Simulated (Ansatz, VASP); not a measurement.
## Cross-check of Al14NiP24O82 (glassy 60P2O5-35Al2O3-5NiO (mol %)) between VASP and Ansatz

Wanted: the spread between two codes on one cell, functional and k mesh. The structure shown is the start of the Ansatz relaxation below; VASP solves that cell, so the two are compared at the walk's first step.

Main program and level: Ansatz 0.2.0; plane waves, with VASP 6.6.1 beside it; single point at PBE.

In doubt: warnings of the run leave room for a lower electronic state (step 2), so energies may not be the lowest and differences between runs may mislead.

## (1) The starting structure

The cell holds 121 atoms: 24 P, 14 Al, 1 Ni and 82 O. Cell: a = 11.687 Å, b = 11.687 Å, c = 11.687 Å, α = 90.0°, β = 90.0°, γ = 90.0°. As first built, before any earlier steps moved the atoms (in the runner's words): 121 atoms (24 P, 14 Al, 1 Ni, 82 O) placed at random at 2.57 g/cm^3, melted at 4000 K for 10 ps at fixed volume with the Morse and Coulomb pair potential with partial charges (Pedone, Malavasi, Menziani, Cormack and Segre, J. Phys. Chem. B 110, 11780 (2006)). Quenched from 4000 K to 300 K at 10 K/ps and fixed volume, held 10 ps at zero pressure.

## (2) Ansatz: relaxation, PBE

Ansatz runs on its default PAW (the set named soft_2) files.

The two programs are compared at the cell with which this relaxation starts, whose forces are those of its first step.

File input.yaml:

```yaml
crystal:
  lattice:
    - [11.68705, 0.0, 0.0]
    - [0.0, 11.68705, 0.0]
    - [0.0, 0.0, 11.68705]
  atoms:
    - { symbol: P, position: [0.52843, 0.87679, 0.71302] }
    - { symbol: P, position: [0.25339, 0.36336, 0.20608] }
    - { symbol: P, position: [0.18684, 0.71113, 0.66252] }
    - { symbol: P, position: [0.14064, 0.85315, 0.88254] }
    - { symbol: P, position: [0.68402, 0.47409, 0.26292] }
    - { symbol: P, position: [0.1548, 0.04079, 0.2601] }
    - { symbol: P, position: [0.43378, 0.7444, 0.04874] }
    - { symbol: P, position: [0.91754, 0.98358, 0.61598] }
    - { symbol: P, position: [0.93132, 0.17857, 0.25265] }
    - { symbol: P, position: [0.44917, 0.90883, 0.34878] }
    - { symbol: P, position: [0.7439, 0.32143, 0.58697] }
    - { symbol: P, position: [0.84289, 0.66434, 0.91789] }
    - { symbol: P, position: [0.78278, 0.01872, 0.40466] }
    - { symbol: P, position: [0.66235, 0.00694, 0.917] }
    - { symbol: P, position: [0.39603, 0.08845, 0.70052] }
    - { symbol: P, position: [0.32466, 0.48766, 0.63989] }
    - { symbol: P, position: [0.16156, 0.37011, 0.45916] }
    - { symbol: P, position: [0.85366, 0.8188, 0.13481] }
    - { symbol: P, position: [0.48208, 0.42238, 0.94734] }
    - { symbol: P, position: [0.01523, 0.46093, 0.95649] }
    - { symbol: P, position: [0.00933, 0.66056, 0.27382] }
    - { symbol: P, position: [0.49774, 0.29124, 0.26418] }
    - { symbol: P, position: [0.06074, 0.22655, 0.86189] }
    - { symbol: P, position: [0.68823, 0.57629, 0.60484] }
    - { symbol: Al, position: [0.91414, 0.00545, 0.87711] }
    - { symbol: Al, position: [0.13789, 0.14212, 0.6128] }
    - { symbol: Al, position: [0.29032, 0.98896, 0.0361] }
    - { symbol: Al, position: [0.49804, 0.07394, 0.12633] }
    - { symbol: Al, position: [0.2008, 0.60667, 0.07236] }
    - { symbol: Al, position: [0.83085, 0.33453, 0.07411] }
[... 85 atom lines left out ...]
    - { symbol: O, position: [0.37825, 0.34881, 0.96218] }
    - { symbol: O, position: [0.845, 0.03438, 0.52164] }
    - { symbol: O, position: [0.48119, 0.1373, 0.61433] }
    - { symbol: O, position: [0.74591, 0.42146, 0.16554] }
    - { symbol: O, position: [0.474, 0.533, 0.87709] }
    - { symbol: O, position: [0.7923, 0.32062, 0.9378] }
magnetization:
  spin_polarized: true
kpoints:
  mp_grid: { grid: [1, 1, 1] }
hamiltonian:
  xc: pbe
scf:
  occupations: { method: gaussian, width: 0.05 }
  lower_state_search: "off"
output:
  forces: true
relax:
  f_tol: 0.05
  max_steps: 87
  cell: {}
```

Started as:

```console
ansatz run input.yaml --threads 4 --pin off --max-ram 8192MiB --backend cpu --events-out ev --progress --plain --runs-dir out
```

Numbers of over 12 decimals in the logs are rounded to 6 here.

The log of the run:

```text
Engine: ansatz 0.2.0, aarch64-unknown-linux-gnu
Pseudopotentials: kind: paw
Pseudopotential: P, paw, valence charge 5, recommended cutoff 420 eV (normal), P.paw.azcp
Pseudopotential: Al, paw, valence charge 3, recommended cutoff 420 eV (normal), Al.paw.azcp
Pseudopotential: Ni, paw, valence charge 18, recommended cutoff 420 eV (normal), Ni.paw.azcp
Pseudopotential: O, paw, valence charge 6, recommended cutoff 420 eV (normal), O.paw.azcp
Functional definition: PBE
  parameter kappa = 0.804
  parameter beta = 0.066725
  exchange = pbe_x(kappa = kappa, mu = beta*pi^2/3)
  correlation = pbe_c(beta = beta)
Crystal: 121 atoms, lattice volume = 1596.301 Å³
Basis set: ecut = 420 eV, 31343 PW (Γ), exchange–correlation on 160×160×160 points (8 copies of the dense FFT grid, shifted against one another)
Bands: 458, of which v1, the nominal top of the filled ones, is band 336 counted from 1 (335 counted from 0)
Symmetry: 1 space group operations
Space group: P1 (ITA 1), of the structure as read, at distance tolerance 1.2e-4 Å
Magnetic group: BNS 1.1 (UNI 1), of the structure as read, at distance tolerance 1.2e-4 Å
k-points: 1
Non-local potential: P, projectors of the file, l = 0: 2, l = 1: 2, l = 2: 2
Non-local potential: Al, projectors of the file, l = 0: 2, l = 1: 2, l = 2: 1
Non-local potential: Ni, projectors of the file, l = 0: 3, l = 1: 2, l = 2: 3, l = 3: 1
Non-local potential: O, projectors of the file, l = 0: 2, l = 1: 2, l = 2: 1
PAW form: soft (Blöchl's): semilocal exchange-correlation on the pseudo side does not see the compensation charge
PAW one-centre angular grid: P, 110 points (default); XC on 64 Gauss nodes
PAW one-centre angular grid: Al, 110 points (default); XC on 64 Gauss nodes
PAW one-centre angular grid: Ni, 590 points (default); XC on 64 Gauss nodes
PAW one-centre angular grid: O, 110 points (default); XC on 64 Gauss nodes
Initial density: superposition of atomic densities (chi_scale 0.1, normalization cell, long waves kept (reshape's long-wave potential 0.66 eV rms))
Starting moments: Σ|m| = 2 μB on 1 of 121 sites
Initial wavefunctions: pseudopotential atomic-orbital guess
Functional: x = pbe(κ = 0.804, μ = 0.219515), c = pbe(β = 0.066725)
SCF iter   1: F=—  HF=-78202.150177 eV  |F-HF|=—  |Δ(HF+E_count)|=         —  Δρ=9.13e-2 (↑9.13e-2 ↓6.65e-2)  dr2=3.68e2  dr2_m=7.85e0  M=-0.000 μB ∫|m|=0.100 μB  β_m=0.30  ethr=3.10e-3  ⟨swp⟩=7.0  Hψ=4457  notcnv=0  defer=100
preconditioner: auto → Resta (q_TF=auto, 2.362 Å⁻¹)  ε∞=2.8  [insulator: Δε(μ)=0.133 eV  Ē_g=17.811 eV  σ=0.050 eV  W_gap=0.94  n_scr=364 (ndim 8)  ℏωp=23.9 eV  f_vac=0.087  D(μ)=7.74/eV (n_scr^D=26)  ε∞_Penn≈2.8]
spin=Collinear: Resta preconditioning applied to the charge; magnetization (m = ρ↑ − ρ↓) channel mixes plain (no charge-response kernel on spin).
SCF iter   2: F=—  HF=-78116.022963 eV  |F-HF|=—  |Δ(HF+E_count)|=    8.61e1  Δρ=3.38e-2 (↑3.38e-2 ↓3.30e-2)  dr2=6.21e1  dr2_m=6.67e-1  M=-2.000 μB ∫|m|=2.070 μB  β_m=0.30  ethr=3.10e-3  ⟨swp⟩=4.0  Hψ=1819  notcnv=0  defer=228
SCF iter   3: F=—  HF=-78104.667197 eV  |F-HF|=—  |Δ(HF+E_count)|=    1.14e1  Δρ=4.93e-2 (↑4.93e-2 ↓2.19e-2)  dr2=7.47e1  dr2_m=7.35e0  M=0.001 μB ∫|m|=0.341 μB  β_m=0.30  ethr=3.10e-3  ⟨swp⟩=4.0  Hψ=1572  notcnv=0  defer=232
SCF iter   4: F=—  HF=-78102.629194 eV  |F-HF|=—  |Δ(HF+E_count)|=    2.04e0  Δρ=2.14e-2 (↑2.14e-2 ↓2.05e-2)  dr2=1.71e1  dr2_m=2.65e-1  M=-2.000 μB ∫|m|=2.162 μB  β_m=0.30  ethr=3.10e-3  ⟨swp⟩=3.5  Hψ=2090  notcnv=0  defer=234
SCF iter   5: F=—  HF=-78100.857636 eV  |F-HF|=—  |Δ(HF+E_count)|=    1.77e0  Δρ=1.23e-2 (↑1.23e-2 ↓1.13e-2)  dr2=6.52e0  dr2_m=1.59e-1  M=-2.000 μB ∫|m|=2.095 μB  β_m=0.30  ethr=2.54e-3  ⟨swp⟩=3.5  Hψ=1747  notcnv=0  defer=231
SCF iter   6: F=—  HF=-78100.263230 eV  |F-HF|=—  |Δ(HF+E_count)|=   5.94e-1  Δρ=5.38e-3 (↑5.38e-3 ↓5.19e-3)  dr2=1.99e0  dr2_m=7.80e-2  M=-2.000 μB ∫|m|=2.094 μB  β_m=0.30  ethr=9.70e-4  ⟨swp⟩=3.0  Hψ=1580  notcnv=0  defer=231
Mixer restart at iter 6: flushing history
spin-set hold released at iteration 6 (the charge has settled, or the pull on large starting moments outlasts its swing): the magnetisation degrees of freedom join the quasi-Newton model from the next iteration; the mixer history was flushed
SCF iter   7: F=—  HF=-78100.028048 eV  |F-HF|=—  |Δ(HF+E_count)|=   2.35e-1  Δρ=3.74e-3 (↑3.74e-3 ↓2.77e-3)  dr2=6.51e-1  dr2_m=6.05e-2  M=-2.000 μB ∫|m|=2.095 μB  β_m=0.45  ethr=2.96e-4  ⟨swp⟩=3.5  Hψ=1246  notcnv=0  defer=231
SCF iter   8: F=—  HF=-78099.957209 eV  |F-HF|=—  |Δ(HF+E_count)|=   7.08e-2  Δρ=2.69e-3 (↑2.69e-3 ↓2.54e-3)  dr2=3.66e-1  dr2_m=1.47e-2  M=-2.000 μB ∫|m|=2.098 μB  β_m=0.45  ethr=9.68e-5  ⟨swp⟩=3.0  Hψ=1784  notcnv=0  defer=231
[...]
- { symbol: P, position: [0.381902, 0.101726, 0.703545] }
    - { symbol: P, position: [0.297469, 0.477119, 0.611432] }
    - { symbol: P, position: [0.163260, 0.376145, 0.443002] }
    - { symbol: P, position: [0.856714, 0.784062, 0.112005] }
    - { symbol: P, position: [0.480985, 0.420684, 0.935375] }
    - { symbol: P, position: [0.011805, 0.430773, 0.962311] }
    - { symbol: P, position: [0.020366, 0.658960, 0.255577] }
    - { symbol: P, position: [0.491545, 0.298043, 0.283167] }
    - { symbol: P, position: [0.067425, 0.197571, 0.878009] }
    - { symbol: P, position: [0.708563, 0.633598, 0.602998] }
    - { symbol: Al, position: [0.920429, -0.027482, 0.902640] }
    - { symbol: Al, position: [0.145877, 0.152927, 0.615630] }
    - { symbol: Al, position: [0.290995, 0.962828, 0.033499] }
    - { symbol: Al, position: [0.487133, 0.087588, 0.119189] }
    - { symbol: Al, position: [0.196645, 0.598409, 0.043110] }
    - { symbol: Al, position: [0.823772, 0.310225, 0.086048] }
    - { symbol: Al, position: [0.570267, 0.652199, 0.840131] }
    - { symbol: Al, position: [0.567456, 0.193276, 0.508861] }
    - { symbol: Al, position: [0.185003, 0.824045, 0.384965] }
    - { symbol: Al, position: [0.695280, 0.275071, 0.856732] }
    - { symbol: Al, position: [0.916956, 0.421694, 0.400144] }
    - { symbol: Al, position: [0.607301, 0.720857, 0.220957] }
    - { symbol: Al, position: [0.316170, 0.227298, 0.957117] }
    - { symbol: Al, position: [0.925463, 0.722190, 0.672332] }
    - { symbol: Ni, position: [0.595766, 0.852055, 0.491309] }
    - { symbol: O, position: [0.950554, 0.274573, 0.348083] }
    - { symbol: O, position: [0.334324, 0.659216, 0.019115] }
    - { symbol: O, position: [0.719957, 0.590790, 0.922004] }
    - { symbol: O, position: [0.125250, 0.486695, 0.967744] }
    - { symbol: O, position: [0.188703, 0.802709, 0.533416] }
    - { symbol: O, position: [0.667817, 0.589082, 0.260503] }
    - { symbol: O, position: [0.038092, 0.880646, 0.848049] }
    - { symbol: O, position: [0.752335, 0.348581, 0.730735] }
    - { symbol: O, position: [0.231140, 0.915338, 0.910089] }
    - { symbol: O, position: [0.605287, 0.052805, 0.026815] }
    - { symbol: O, position: [0.875745, 0.671659, 0.034938] }
    - { symbol: O, position: [0.649067, 0.693895, 0.509816] }
    - { symbol: O, position: [0.361005, 0.161597, 0.813613] }
    - { symbol: O, position: [0.547733, 0.811328, 0.328410] }
    - { symbol: O, position: [0.420953, 0.466601, 0.603540] }
    - { symbol: O, position: [0.913257, 0.887510, 0.050057] }
    - { symbol: O, position: [0.730617, 0.793383, 0.148078] }
    - { symbol: O, position: [0.479337, 0.232859, 0.398094] }
    - { symbol: O, position: [0.483714, 0.770269, 0.766744] }
    - { symbol: O, position: [0.958137, 0.386653, 0.076708] }
    - { symbol: O, position: [0.677326, 0.500348, 0.594109] }
    - { symbol: O, position: [0.142786, 0.710709, 0.935223] }
    - { symbol: O, position: [0.091507, 0.714164, 0.342676] }
    - { symbol: O, position: [0.090280, 0.183408, 0.751833] }
[...]
- { symbol: O, position: [0.385449, 0.375444, 0.267069] }
    - { symbol: O, position: [0.273063, 0.625007, 0.619028] }
    - { symbol: O, position: [0.360891, 0.368783, 0.920147] }
    - { symbol: O, position: [0.833253, 0.053973, 0.563485] }
    - { symbol: O, position: [0.483265, 0.150117, 0.629202] }
    - { symbol: O, position: [0.735885, 0.419997, 0.142909] }
    - { symbol: O, position: [0.498450, 0.521700, 0.843116] }
    - { symbol: O, position: [0.787479, 0.270807, 0.959696] }
```

In the SCF lines HF is the Harris–Foulkes energy and dr2 the Hartree energy of the density residual, in eV; the loop may stop once dr2 is under the threshold and the program's other checks hold. Hψ counts applications of the Hamiltonian.

## (3) VASP: single point, PBE, start cell

The same cell, functional, mesh and smearing now go to VASP, with its own data sets.

Lines of VASP's logs that name or quote its potential files are left out, and so is its time.

File INCAR:

```
SYSTEM = Al14NiP24O82
PREC = Accurate
ENCUT = 520
EDIFF = 1E-06
NELM = 200
ISMEAR = 0
SIGMA = 0.05
LREAL = Auto
ALGO = Normal
GGA = PE
NBANDS = 416
ISPIN = 2
MAGMOM = -0 -0 0 -0 0 -0 -0 -0 -0 -0 -0 0 -0 -0 -0 0 -0 -0 -0 -0 0 -0 0 -0 0 0 0 -0 -0 -0 0 -0 -0 -0 -0 -0 -0 -0 -1.56 -0 -0 -0 -0 0 -0 -0 -0 -0 -0 -0 -0.04 -0 -0.04 0 0 -0 -0 -0 -0 -0 -0 -0 0 0 -0 -0 -0.04 0 -0 -0 -0 -0 -0 -0 -0 -0 -0 -0 -0.05 -0 -0 -0 -0 -0 0 -0 -0 0 -0 -0 -0 -0 -0 -0 -0 -0 -0 -0 0 -0 -0 -0 -0 -0 -0 -0 -0 -0 -0 -0 -0 -0.05 -0 -0 -0 -0 -0 -0 0 -0 -0
LASPH = .TRUE.
LMAXMIX = 4
LORBIT = 11
LWAVE = .FALSE.
LCHARG = .FALSE.
ISIF = 2
GGA_COMPAT = .FALSE.
NCORE = 4
```

File POSCAR:

```
Al14NiP24O82
1.0
   11.6870500000      0.0000000000      0.0000000000
    0.0000000000     11.6870500000      0.0000000000
    0.0000000000      0.0000000000     11.6870500000
P Al Ni O
24 14 1 82
Direct
    0.5284310412      0.8767909780      0.7130199665
    0.2533915744      0.3633594449      0.2060828010
    0.1868392794      0.7111289846      0.6625196264
    0.1406428483      0.8531494261      0.8825409321
    0.6840220586      0.4740888419      0.2629234922
    0.1548038213      0.0407887363      0.2600998541
    0.4337792685      0.7443965757      0.0487377054
    0.9175369319      0.9835758382      0.6159809362
    0.9313214199      0.1785737205      0.2526471607
    0.4491723746      0.9088264361      0.3487792043
    0.7439002999      0.3214326969      0.5869659153
    0.8428902075      0.6643421565      0.9178877475
    0.7827809413      0.0187215764      0.4046615699
    0.6623484968      0.0069393046      0.9169978737
    0.3960280824      0.0884483253      0.7005189505
    0.3246584895      0.4876594179      0.6398877390
    0.1615634399      0.3701105069      0.4591577858
    0.8536628148      0.8188037186      0.1348073295
    0.4820805935      0.4223820382      0.9473391489
    0.0152305329      0.4609289769      0.9564860251
    0.0093265623      0.6605601927      0.2738158902
    0.4977389504      0.2912368818      0.2641812947
    0.0607424457      0.2265498992      0.8618941478
    0.6882318464      0.5762874292      0.6048404003
    0.9141400097      0.0054504772      0.8771075678
    0.1378876620      0.1421231192      0.6127979259
    0.2903213386      0.9889578636      0.0360997857
    0.4980384271      0.0739365366      0.1263278586
    0.2008034534      0.6066714868      0.0723621444
    0.8308512413      0.3345326665      0.0741076662
[... 85 atom lines left out ...]
    0.3782477186      0.3488134302      0.9621760838
    0.8450036579      0.0343799333      0.5216371967
    0.4811907196      0.1372972649      0.6143295357
    0.7459110725      0.4214579385      0.1655422027
    0.4740032771      0.5330002011      0.8770904548
    0.7922957461      0.3206198314      0.9377986746
```

File KPOINTS:

```
Automatic mesh
0
Gamma
1 1 1
0 0 0
```

PAW data sets: P, Al, Ni and O (PBE family, release 64).

Started as:

```console
mpirun -np 16 vasp_gam
```

The log of the run:

```text
[banner, memory and clock lines left out]
running   16 mpi-ranks, on    1 nodes
[...]
LDA part: xc-table for (Slater+PW92), standard interpolation
 POSCAR, INCAR and KPOINTS ok, starting setup
[...]
entering main loop
       N       E                     dE             d eps       ncg     rms          rms(c)
DAV:   1     0.658887514235E+04    0.65889E+04   -0.39701E+05  1680   0.159E+03
DAV:   2    -0.370877606475E+03   -0.69598E+04   -0.67142E+04  2016   0.395E+02
DAV:   3    -0.985871712464E+03   -0.61499E+03   -0.60865E+03  1944   0.128E+02
DAV:   4    -0.100258057627E+04   -0.16709E+02   -0.16562E+02  2000   0.231E+01
[...]
DAV:   8    -0.883828788612E+03   -0.10310E+02   -0.27822E+02  2680   0.233E+01    0.351E+01
DAV:   9    -0.871043889233E+03    0.12785E+02   -0.84700E+01  2360   0.341E+01    0.210E+01
DAV:  10    -0.870011710781E+03    0.10322E+01   -0.34505E+01  2480   0.248E+01    0.182E+01
[... 92 further cycles ...]
DAV: 103    -0.868968274398E+03    0.13731E-04   -0.23159E-05  2320   0.143E-02    0.418E-01
DAV: 104    -0.868968226526E+03    0.47872E-04   -0.60544E-05  2304   0.195E-02    0.383E-01
DAV: 105    -0.868968211211E+03    0.15315E-04   -0.21372E-05  2208   0.116E-02    0.351E-01
DAV: 106    -0.868968163389E+03    0.47822E-04   -0.77123E-06  2224   0.142E-02    0.255E-01
[...]
DAV: 110    -0.868968210179E+03   -0.93650E-05   -0.21780E-06  1288   0.564E-03    0.743E-02
DAV: 111    -0.868968216474E+03   -0.62952E-05   -0.12333E-06  1224   0.329E-03    0.675E-02
DAV: 112    -0.868968215707E+03    0.76683E-06   -0.56235E-07  1104   0.309E-03
   1 F= -.86896822E+03 E0= -.86896203E+03  d E =-.123728E-01  mag=    -1.9213
```

OUTCAR, selected parts (step 3):

```text
 magnetization (x)
# of ion       s       p       d       tot
------------------------------------------
    1       -0.002  -0.004   0.000  -0.006
    2        0.000   0.000   0.000   0.000
    3        0.000   0.000   0.000   0.000
    4        0.000   0.000   0.000   0.000
    5       -0.000  -0.000   0.000  -0.000
    6        0.000   0.000   0.000   0.000
    7       -0.000  -0.000   0.000  -0.000
    8        0.000  -0.000   0.000  -0.000
    9        0.000  -0.000   0.000  -0.000
   10       -0.000  -0.001   0.000  -0.001
   11       -0.000  -0.000   0.000  -0.000
   12        0.000   0.000   0.000   0.000
   13       -0.000  -0.001   0.000  -0.001
[...]
--------------------------------------------------
tot         -0.029  -0.261  -1.528  -1.818

[... 2 further parts left out ...]
[key lines of the parts left out:]
E-fermi :   2.5997
```

The cell holds one magnetic atom, so no antiferromagnetic order fits into it.

## (4) Differences

Known differences besides the potentials themselves: VASP starts from the moments at which Ansatz ended; the data sets hold 672 valence electrons in Ansatz (on its default PAW (the set named soft_2) files) and 664 in VASP; the cutoff is 420 eV in Ansatz and 520 eV in VASP (PREC = Accurate, projectors in real space). Total energies have different zeros and are not compared.

Forces on 9 of the 121 atoms, those with the largest forces and the largest differences (eV/Å; atoms numbered as in POSCAR):

```
atom          Ansatz x, y, z            VASP x, y, z
  P2  -3.923, -1.913, -2.477  -3.792, -1.765, -2.418
  P6    6.018, 0.149, -0.999    5.873, 0.165, -0.977
  P8    1.629, -2.698, 3.417    1.572, -2.630, 3.330
 P16    2.443, -4.602, 2.013    2.376, -4.440, 1.918
 P23   1.903, -2.521, -3.707   1.877, -2.488, -3.672
 P24     3.080, 2.926, 1.430     3.064, 2.851, 1.437
 O56   -3.243, -0.259, 0.952   -3.034, -0.290, 0.911
O115    -1.699, 4.278, 1.142    -1.695, 4.195, 1.098
O116  -2.744, -0.762, -0.092  -2.572, -0.653, -0.131
```

The forces differ by 58 meV/Å r.m.s., which is 4.4 % of the r.m.s. force of 1.324 eV/Å (both taken over all components). VASP's last cycles still show a density residual of 7e-03, so its state may not be settled. Moments aren't recorded for both runs of this pair, so they may hold unlike magnetic states.

## (5) Summary of results

```
r.m.s. force difference (single point, PBE, start cell) : 4.4 % of the r.m.s. force
```

What this shows: The r.m.s. force difference is 4.4 % of the r.m.s. force (single point, PBE, start cell), beyond the 3 % picked in this series as the mark of a large difference. The data sets hold unlike numbers of valence electrons (672 in Ansatz and 664 in VASP), so part of the differences comes from the potentials. What causes the difference of the single point, PBE, start cell pair stays open here. VASP runs on this material, other cells of it included, that failed, so that no pair exists: single point, PBE (timeout). How closely two codes agree says nothing of how well the functional describes the real material.

[Lines on the potential files, build, host, timing and source positions are cut from VASP's logs without a mark.]

[Logs are printed without paths, hosts, clocks, repeated set-up lines and the standing remarks that a program may print on its own settings, such as how far it seeks lower states.]

[Hosts, paths, dates, database ids (printed as entryN), source tags and the programs' standing remarks are cut or masked in the printed files.]
